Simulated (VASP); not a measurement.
Output of a VASP run:

### OSZICAR
```
       N       E                     dE             d eps       ncg     rms          rms(c)
DAV:   1     0.635719775647E+02    0.63572E+02   -0.69218E+03   520   0.122E+03
DAV:   2    -0.327447339299E+02   -0.96317E+02   -0.90460E+02   520   0.252E+02
DAV:   3    -0.389026729105E+02   -0.61579E+01   -0.60703E+01   705   0.764E+01
DAV:   4    -0.390854152294E+02   -0.18274E+00   -0.18264E+00   627   0.120E+01
DAV:   5    -0.390902888363E+02   -0.48736E-02   -0.48735E-02   746   0.191E+00    0.601E+00
DAV:   6    -0.361090079529E+02    0.29813E+01   -0.87459E+00   520   0.821E+01    0.490E+00
DAV:   7    -0.357934076947E+02    0.31560E+00   -0.15512E+00   585   0.476E+01    0.245E+00
DAV:   8    -0.358093804643E+02   -0.15973E-01   -0.60462E-01   594   0.223E+01    0.144E+00
DAV:   9    -0.357305098519E+02    0.78871E-01   -0.21397E-01   647   0.126E+01    0.208E-01
DAV:  10    -0.357904920426E+02   -0.59982E-01   -0.27013E-02   520   0.173E+00    0.106E-01
DAV:  11    -0.357907334098E+02   -0.24137E-03   -0.54260E-04   666   0.234E-01    0.719E-02
DAV:  12    -0.357900574583E+02    0.67595E-03   -0.15349E-03   605   0.122E+00    0.102E-01
DAV:  13    -0.357908450010E+02   -0.78754E-03   -0.14553E-03   620   0.116E+00    0.156E-02
DAV:  14    -0.357908378450E+02    0.71560E-05   -0.42945E-05   540   0.658E-02    0.104E-02
DAV:  15    -0.357908595585E+02   -0.21714E-04   -0.16472E-05   616   0.884E-02    0.419E-03
DAV:  16    -0.357908586906E+02    0.86791E-06   -0.13081E-06   500   0.135E-02
   1 F= -.35790859E+02 E0= -.35790859E+02  d E =-.357909E+02
```

OUTCAR:
```
------------------------ aborting loop because EDIFF is reached ----------------------------------------
  FORCE on cell =-STRESS in cart. coord.  units (eV):
  Direction    XX          YY          ZZ          XY          YZ          ZX
  --------------------------------------------------------------------------------------
  Total        0.0153349      0.0153349      0.0153349     -0.0000000     -0.0000000      0.0000000
  in kB        0.4528790      0.4528790      0.4528790     -0.0000000     -0.0000000      0.0000000
  external PRESSURE =       0.4528790 kB  Pullay stress =       0.0000000 kB
  volume of cell :       54.25
      direct lattice vectors                 reciprocal lattice vectors
     0.000000000  3.004645185  3.004645185    -0.166409000  0.166409000  0.166409000
     3.004645185  0.000000000  3.004645185     0.166409000 -0.166409000  0.166409000
     3.004645185  3.004645185  0.000000000     0.166409000  0.166409000 -0.166409000
  FREE ENERGIE OF THE ION-ELECTRON SYSTEM (eV)
  ---------------------------------------------------
  free  energy   TOTEN  =       -35.7908586906 eV

  energy  without entropy=      -35.7908586906  energy(sigma->0) =      -35.79085869

 reached required accuracy - stopping structural energy minimisation
```
(Selected blocks of OUTCAR.)

**POSCAR**
```
CuI
1
    0.0000000000     3.0046451851     3.0046451851
    3.0046451851     0.0000000000     3.0046451851
    3.0046451851     3.0046451851     0.0000000000
Cu I
1 1
Direct
  1.0000000000   0.0000000000   1.0000000000
  0.2500000000   0.2500000000   0.2500000000
```

Task: Reconstruct the remaining input files.

Result: Several could match; the one computed here: the input of the run itself, r2SCAN meta-GGA, plane waves, VASP's PBE PAW potentials (set 64).

**KPOINTS**
```
Automatic
0
G
7 7 7
```

**INCAR**
```
SYSTEM = CuI
PREC = Accurate; ENCUT = 400; LREAL = .FALSE.
LASPH = .TRUE.
EDIFF = 1E-6; NELM = 100; ALGO = Normal
LMAXMIX = 4; LMIXTAU = .TRUE.
ISMEAR = 0; SIGMA = 0.05
METAGGA = R2SCAN
IBRION = 2; NSW = 60; ISIF = 3
EDIFFG = -0.01
LWAVE = .FALSE.; LCHARG = .FALSE.
```

POTCAR, in this order: Cu I (PBE.64 set). Program: vasp_std.

The compound is CuI in the zinc blende structure. It was relaxed first. The start is the result of an earlier pass.
